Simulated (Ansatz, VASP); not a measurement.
**Two plane-wave programs on Be3As2**

File INCAR:

```
SYSTEM = Be3As2
PREC = Accurate ; ENCUT = 520
EDIFF = 1E-6 ; ISMEAR = 0
SIGMA = 0.1 ; LREAL = .False.
LASPH = .True. ; NELM = 80
ALGO = Normal ; ISIF = 2
LWAVE = .False. ; LCHARG = .False.
GGA = PE ; NBANDS = 16
```

KPOINTS

```
regular mesh
0
Gamma
  6 6 2
  0 0 0
```

File POSCAR:

```
Be3As2
1.0
    3.2456201300      0.0000000000      0.0000000000
   -1.6228100600      2.8107894800      0.0000000000
    0.0000000000      0.0000000000      7.9501132100
Be As
3 2
Direct
    0.6666666700      0.3333333300      0.8333333300
    0.0000000000      0.0000000000      0.5000000000
    0.3333333300      0.6666666700      0.1666666700
    0.3333333300      0.6666666700      0.6666666700
    0.6666666700      0.3333333300      0.3333333300
```

Input for Ansatz:

```yaml
crystal:
  lattice:
    - [3.24562013, 0.0, 0.0]
    - [-1.62281006, 2.81078948, 0.0]
    - [0.0, 0.0, 7.95011321]
  atoms:
    - { symbol: Be, position: [0.66666667, 0.33333333, 0.83333333] }
    - { symbol: Be, position: [0.0, 0.0, 0.5] }
    - { symbol: Be, position: [0.33333333, 0.66666667, 0.16666667] }
    - { symbol: As, position: [0.33333333, 0.66666667, 0.66666667] }
    - { symbol: As, position: [0.66666667, 0.33333333, 0.33333333] }
basis:
  ecutwfc: 420
kpoints:
  mp_grid: { grid: [6, 6, 2] }
hamiltonian:
  xc: pbe
scf:
  occupations: { method: gaussian, width: 0.1 }
  lower_state_search: "off"
output:
  forces: true
  stress: true
  eigenvalues: true
```

Change from the starting cell: ordered vacancies on the anion sites of rock salt (P-3m1, No. 164).

Alike in both runs: task single point; functional PBE; k mesh 6 × 6 × 2; occupations gaussian, width 0.1 eV; no spin polarisation.

|  | VASP | Ansatz |
| --- | --- | --- |
| version | VASP 6.6.1 | Ansatz 0.2.0 |
| potentials or method | VASP PAW PBE potentials, release 64 (Be, As) | scalar-relativistic, plane waves, PAW |
| plane-wave cutoff (eV) | 520 | 420 |
| valence electrons in the cell | 16 | 36 |

```tsv
	VASP	Ansatz	Ansatz less VASP
gap on the k mesh at the Fermi level (eV)	none	none	-
pressure (GPa)	7.0	6.6	-0.38
largest component of the traceless stress (GPa)	9.12	9.12	0.000
rms of the force components (eV/Å)	0.399	0.398	-0.0005
```

Atom by atom the forces differ by 0.013 eV/Å (rms over components). A gap of «none» marks a metal or a gap that the smearing closes. The two sets of potentials don't hold the same shells in valence.

Caveats: the k mesh is coarse (spacing up to 0.40 Å⁻¹), so the values aren't converged; forces of over 1 eV/Å show positions far from the minimum, so gaps and moduli don't describe the material at rest.
